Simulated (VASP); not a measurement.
Method: PBEsol GGA, VASP's PBE PAW potentials (set 64) (plane waves; VASP 6.6.1).

VASP ran on this input.

### INCAR
```
LASPH = .True.
SYSTEM = BN
EDIFFG = -0.02   # ionic stop
NSW = 40   # most ionic steps
ALGO = Normal   # blocked Davidson
LCHARG = .False.
ISMEAR = 0   # Gaussian
EDIFF = 1E-6
ENCUT = 620   # plane-wave cut-off (eV)
NELM = 100   # most electronic steps
ISIF = 3   # ions, shape and volume
LREAL = .False.   # projection in real space or not
PREC = Accurate
IBRION = 2
LWAVE = .False.
SIGMA = 0.05   # width (eV)
GGA = PS   # PBEsol
```

File POSCAR:
```
BN
1
    1.2526904821    -2.1697239507     0.0000000000
    1.2526904821     2.1697239507     0.0000000000
    0.0000000000     0.0000000000     6.8224324282
B N
2 2
Direct
  0.3333330000   0.6666670000   0.2500000000
  0.6666670000   0.3333330000   0.7500000000
  0.6666670000   0.3333330000   0.2500000000
  0.3333330000   0.6666670000   0.7500000000
```

### KPOINTS
```
kpoints
0
gamma
  10 10 4
```

POTCAR, in this order: B N (PBE.64 set). Program: vasp_std.

Output of the run:

### OSZICAR
```
       N       E                     dE             d eps       ncg     rms          rms(c)
DAV:   1     0.762970783346E+02    0.76297E+02   -0.90933E+03  1008   0.142E+03
DAV:   2    -0.345535323616E+02   -0.11085E+03   -0.10097E+03  1492   0.295E+02
DAV:   3    -0.399697628291E+02   -0.54162E+01   -0.53798E+01  1284   0.689E+01
DAV:   4    -0.400342348540E+02   -0.64472E-01   -0.64404E-01  1256   0.766E+00
DAV:   5    -0.400352955911E+02   -0.10607E-02   -0.10605E-02  1276   0.966E-01    0.110E+01
DAV:   6    -0.369668419604E+02    0.30685E+01   -0.75541E+00  1164   0.238E+01    0.500E+00
DAV:   7    -0.366696404227E+02    0.29720E+00   -0.45424E-01  1264   0.640E+00    0.306E+00
DAV:   8    -0.365817178621E+02    0.87923E-01   -0.28320E-01  1220   0.413E+00    0.429E-01
DAV:   9    -0.365780981085E+02    0.36198E-02   -0.13223E-02  1220   0.106E+00    0.171E-01
DAV:  10    -0.365788162107E+02   -0.71810E-03   -0.10234E-03  1244   0.272E-01    0.372E-02
DAV:  11    -0.365789093794E+02   -0.93169E-04   -0.15315E-04  1280   0.116E-01    0.225E-02
DAV:  12    -0.365789075856E+02    0.17938E-05   -0.37217E-05  1188   0.546E-02    0.328E-03
DAV:  13    -0.365789077566E+02   -0.17098E-06   -0.14082E-06   924   0.114E-02
   1 F= -.36578908E+02 E0= -.36578908E+02  d E =-.365789E+02
```

File OUTCAR:
```
------------------------ aborting loop because EDIFF is reached ----------------------------------------
  FORCE on cell =-STRESS in cart. coord.  units (eV):
  Direction    XX          YY          ZZ          XY          YZ          ZX
  --------------------------------------------------------------------------------------
  Total       -0.0262968     -0.0262968      0.0256364     -0.0000000      0.0000000      0.0000000
  in kB       -1.1360464     -1.1360468      1.1075184     -0.0000000      0.0000000      0.0000000
  external PRESSURE =      -0.3881916 kB  Pullay stress =       0.0000000 kB
  volume of cell :       37.09
      direct lattice vectors                 reciprocal lattice vectors
     1.252690482 -2.169723951  0.000000000     0.399140895 -0.230444062  0.000000000
     1.252690482  2.169723951  0.000000000     0.399140895  0.230444062  0.000000000
     0.000000000  0.000000000  6.822432428     0.000000000  0.000000000  0.146575288
  FREE ENERGIE OF THE ION-ELECTRON SYSTEM (eV)
  ---------------------------------------------------
  free  energy   TOTEN  =       -36.5789077566 eV

  energy  without entropy=      -36.5789077566  energy(sigma->0) =      -36.57890776

 reached required accuracy - stopping structural energy minimisation
```
(Selected blocks of OUTCAR.)

Without a dispersion term in the relaxation, distances and binding between the weakly bound layers, chains or molecules are unreliable, and so is what depends on them.

The compound is BN in the hex structure. It was relaxed first.
